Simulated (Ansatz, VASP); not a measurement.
# Cross-check of SiTe2 between VASP and Ansatz

Wanted: the spread between two codes on one cell, functional and k mesh. The cell is taken from a series of runs on this material, whose earlier steps may have relaxed, scaled, displaced or heated it; both programs get it as it stands.

Method: plane waves, with VASP 6.6.1 beside it; PBEsol, in Ansatz 0.2.0.

## Step 1: Set-up

The cell holds 3 atoms: 1 Si and 2 Te. Cell: a = 3.702 Å, b = 3.702 Å, c = 30.424 Å, α = 90.0°, β = 90.0°, γ = 120.0°. Vacuum lies along c.

## Step 2: Ansatz: zone-centre phonons, PBEsol

Ansatz runs on its PAW soft_1 files.

Second derivatives magnify differences that forces hide, and they need a tight electronic threshold.

Input file input.yaml:

```yaml
crystal:
  lattice:
    - [3.7022098315, 0.0, 0.0]
    - [-1.8511049158, 3.2062077642, 0.0]
    - [0.0, 0.0, 30.424]
  atoms:
    - { symbol: Si, position: [0.0, 0.0, 0.328687878] }
    - { symbol: Te, position: [0.3333333333, 0.6666666667, 0.3821132048] }
    - { symbol: Te, position: [0.6666666667, 0.3333333333, 0.2752625512] }
  periodic: [true, true, false]
kpoints:
  mp_grid: { grid: [15, 15, 1] }
hamiltonian:
  xc: pbesol
  pseudopotentials: { kind: paw, azcp: { folder: soft_1 }, xc_functional: pbe }
scf:
  occupations: { method: methfessel_paxton, width: 0.2 }
output:
  eigenvalues: true
phonons:
  method: dfpt
```

Launch:

```sh
> ansatz run input.yaml --threads 8 --pin off --max-ram 16384MiB --backend cpu --events-out ev --progress --plain --runs-dir out
```

Numbers of over 12 decimals in the logs are rounded to 6 here.

Log:

```text
Warning: crystal.symmetry: narrowed to the stabiliser of the run's FFT grids — unitary ops 12 → 6. A phonons.method: dfpt run fills in the rows of the dynamical matrix that it does not solve by its symmetry operations, which is exact only for operations that map its FFT grids onto themselves: filled in by any other, the frequencies could depend on the order in which like atoms are typed, or, by more than the grids' own error, on where the crystal sits among the grids' points. Excluded: 6 operations. The run can therefore solve more perturbations, solve them on more k-points, or both, and cost more. [rest of the remark cut]
Engine: ansatz 0.2.0, aarch64-unknown-linux-gnu
Pseudopotentials: kind: paw
Pseudopotential: Si, paw, valence charge 4, recommended cutoff 420 eV (normal), soft_1/Si.paw.azcp
Pseudopotential: Te, paw, valence charge 16, recommended cutoff 420 eV (normal), soft_1/Te.paw.azcp
Functional definition: PBEsol
  exchange = pbesol_x
  correlation = pbesol_c
Crystal: 3 atoms, lattice volume = 361.135 Å³
Basis set: ecut = 420 eV, 7085 PW (Γ), exchange–correlation on 50×50×432 points (8 copies of the dense FFT grid, shifted against one another)
Bands: 22, of which v1, the nominal top of the filled ones, is band 18 counted from 1 (17 counted from 0)
Symmetry: 12 space group operations
k-points: 64 of 225 (irreducible under 2 space group operations, time reversal used)
Non-local potential: Si, projectors of the file, l = 0: 2, l = 1: 2, l = 2: 1
Non-local potential: Te, projectors of the file, l = 0: 2, l = 1: 2, l = 2: 2, l = 3: 1
PAW form: soft (Blöchl's): semilocal exchange-correlation on the pseudo side does not see the compensation charge
PAW frozen core: Si, regenerated for the run's functional, and the local potential with it (the file was generated under x = pbe(κ = 0.804, μ = 0.219515), c = pbe(β = 0.066725))
PAW frozen core: Te, regenerated for the run's functional, and the local potential with it (the file was generated under x = pbe(κ = 0.804, μ = 0.219515), c = pbe(β = 0.066725))
PAW one-centre angular grid: Si, 110 points (default); XC on 64 Gauss nodes
PAW one-centre angular grid: Te, 590 points (default); XC on 64 Gauss nodes
Initial density: superposition of atomic densities (neutral atoms: chi_scale 0, normalization atom)
Initial wavefunctions: pseudopotential atomic-orbital guess
Functional: x = pbesol(κ = 0.804, μ = 0.123457), c = pbesol(β = 0.046)
iter 1 solved again at ethr=1.80e-3 eV; its pass at ethr=3.10e-3 eV (dr2=6.47e-1 eV) is discarded
SCF iter   1: F=—  HF=-14424.693369 eV  |F-HF|=—  |Δ(HF+E_count)|=         —  Δρ=9.99e-3  dr2=6.63e-1  ethr=1.80e-3  ⟨swp⟩=1.6  Hψ=14366  notcnv=0
preconditioner: auto → LDOS  [metal: Δε(μ)=0.015 eV  Ē_g=8.667 eV  σ=0.200 eV  W_gap=0.06  n_scr=16 (ndim 8)  ℏωp=7.8 eV  f_vac=0.746  D(μ)=1.43/eV (n_scr^D=8)  β→1.0]
SCF iter   2: F=—  HF=-14424.605800 eV  |F-HF|=—  |Δ(HF+E_count)|=   8.76e-2  S|Δr|=    0.00e0  Δρ=4.28e-3  dr2=2.44e-1  ethr=1.80e-3  ⟨swp⟩=5.3  Hψ=4175  notcnv=0
SCF iter   3: F=—  HF=-14424.564509 eV  |F-HF|=—  |Δ(HF+E_count)|=   4.13e-2  S|Δr|=    0.00e0  Δρ=1.76e-3  dr2=2.47e-2  ethr=6.77e-4  ⟨swp⟩=3.5  Hψ=3933  notcnv=0
SCF iter   4: F=—  HF=-14424.559122 eV  |F-HF|=—  |Δ(HF+E_count)|=   5.39e-3  S|Δr|=    0.00e0  Δρ=2.98e-4  dr2=7.18e-4  ethr=6.87e-5  ⟨swp⟩=3.8  Hψ=3068  notcnv=0
SCF iter   5: F=—  HF=-14424.559046 eV  |F-HF|=—  |Δ(HF+E_count)|=   7.64e-5  S|Δr|=    0.00e0  Δρ=6.25e-5  dr2=2.18e-5  ethr=1.99e-6  ⟨swp⟩=3.8  Hψ=3145  notcnv=0
SCF iter   6: F=—  HF=-14424.559042 eV  |F-HF|=—  |Δ(HF+E_count)|=   3.81e-6  S|Δr|=    0.00e0  Δρ=1.34e-5  dr2=4.21e-7  ethr=6.06e-8  ⟨swp⟩=3.1  Hψ=3093  notcnv=0
SCF iter   7: F=—  HF=-14424.559087 eV  |F-HF|=—  |Δ(HF+E_count)|=   4.43e-5  S|Δr|=    0.00e0  Δρ=2.63e-6  dr2=2.75e-8  ethr=1.17e-9  ⟨swp⟩=4.0  Hψ=3789  notcnv=0
SCF iter   8: F=—  HF=-14424.559087 eV  |F-HF|=—  |Δ(HF+E_count)|=   5.05e-8  S|Δr|=    0.00e0  Δρ=3.78e-7  dr2=4.40e-10  ethr=7.63e-11  ⟨swp⟩=2.9  Hψ=2960  notcnv=0
SCF iter   9: F=—  HF=-14424.559087 eV  |F-HF|=—  |Δ(HF+E_count)|=   3.97e-9  S|Δr|=    0.00e0  Δρ=7.64e-8  dr2=2.60e-11  ethr=1.22e-12  ⟨swp⟩=4.3  Hψ=3457  notcnv=0
SCF iter  10: F=-14424.559087 eV  HF=-14424.559087 eV  |F-HF|=5.09e-11  |Δ(HF+E_count)|=   1.62e-9  S|Δr|=    0.00e0  Δρ=8.04e-9  dr2=3.61e-13  ethr=1.00e-12  ⟨swp⟩=15.2  Hψ=10919  notcnv=0
SCF 1 converged in 10 iterations: F = -14424.559087 eV  dr2 = 3.61e-13
  greatest PAW one-centre occupation: 0.998 electrons in one spin orbital (limit 2), on the Te atom at site 2 (counted from 0), in its partial waves of l = 2
DFPT response loops at Γ: preconditioner auto → none (partly filled bands, converged f_vac=0.750); β = 0.50; Broyden in place of MSR1
SCF converged after 10 iterations
Stability not checked: this state was not tested for a lower state beside it, because cold or Methfessel-Paxton smearing, or corrected tetrahedra, fill the levels in a way that the test cannot read (fill_not_monotonic; see scf.lower_state_search)
Free energy (F): -14424.559087 eV
Harris-Foulkes:  -14424.559087 eV  (|F-HF|=5.09e-11)
Internal energy: -14424.558299 eV  (E = F + TS)
E sigma→0 (E₀):  -14424.558890 eV
Entropy (-TS):   -0.000788 eV (-0.263 meV/atom)
Fermi energy:    -4.755425 eV
Step filling:    the computed levels leave a gap of 0.0000 eV = 0.0 smearing widths at the electron count; against every level under it full and every level over it empty, smearing changes F+E_penalty+E_count by -0.735 meV and its σ→0 estimate by -0.538 meV
--- Per-component energies (eV) ---
  E_band       = -990.427072
  E_kinetic    = 388.053747
  E_local      = -59985.416471  (includes V_loc(G=0)·N_el)
  E_nonlocal   = 158.302136
  E_hartree    = 29747.615030
  E_xc         = -299.840413
  E_vxc        = -252.740284  (∫ρ·V_xc dr)
  E_paw        = -9684.514137  (= ΣΔE_a)
  E_vpaw       = -793.856416  (= ΣTr[D̂ρ^β])
  E_aug_tail   = 0.000210  (compensation charges beyond the density's cutoff)
  E_ewald      = 25250.460416
  E_core_change = 0.781183  (= ΣΔE_core)
  E_smearing   = -0.000788  (= −TS)
  E_closure    = -0.000000  (closes the sum)
  Σ components = -14424.559087   (vs F -14424.559087, Δ=0.00e0)
--- Band table (eV; the first three rows and the last of 64) ---
  k-point 0: bands = [... 14 lower, -5.2039, -5.2039, -4.6174, -4.6174, -3.1238, -1.4291, -1.3475, -1.3475]
  k-point 1: bands = [... 14 lower, -5.9177, -5.4911, -4.9452, -4.4772, -2.7187, -1.5878 (-1.5878°), -1.2753, -1.0099]
  k-point 2: bands = [... 14 lower, -6.8156, -5.9773, -5.7632, -4.4193, -2.6647, -1.6264 (-1.6264°), -1.0358, -0.4958]
  k-point 63: bands = [... 14 lower, -8.8223, -7.9603, -6.9718, -5.7502, -3.6116, -1.7946, -0.2773, 0.3297]
  ° read free of the cell's end (the report's vacuum.weakly_bound_levels)
--- Phonons (Γ-DFPT): 6 representative perturbations + reference, on 64 of 225 k-points (Σ response iterations 22) ---
  ASR residual: 2.588e-5 → 0.000e0 eV/Å²; symmetrization residual: 1.174e-5 eV/Å²
  The last average, over the group as it would stand without the narrowing to the FFT grids, took up to 1.383e-6 eV/Å² of the zone centre's force constants
  ASR residual per site (eV/Å²): 2.06e-5 2.59e-5 2.33e-5
  Γ frequencies (cm⁻¹): 0.00 0.00 0.00 83.75 83.75 148.55 209.33 209.33 303.04
  non-analytic LO–TO correction: not included (Born effective charges unavailable; polar crystals: no LO–TO splitting at Γ)
```

(Part 1 of 2 ends here.)

[Lines on the potential files, build, host, timing and source positions are cut from VASP's logs without a mark.]

[Logs are printed without paths, hosts, clocks, repeated set-up lines and the standing remarks that a program may print on its own settings, such as how far it seeks lower states.]

[Hosts, paths, dates, database ids (printed as entryN), source tags and the programs' standing remarks are cut or masked in the printed files.]
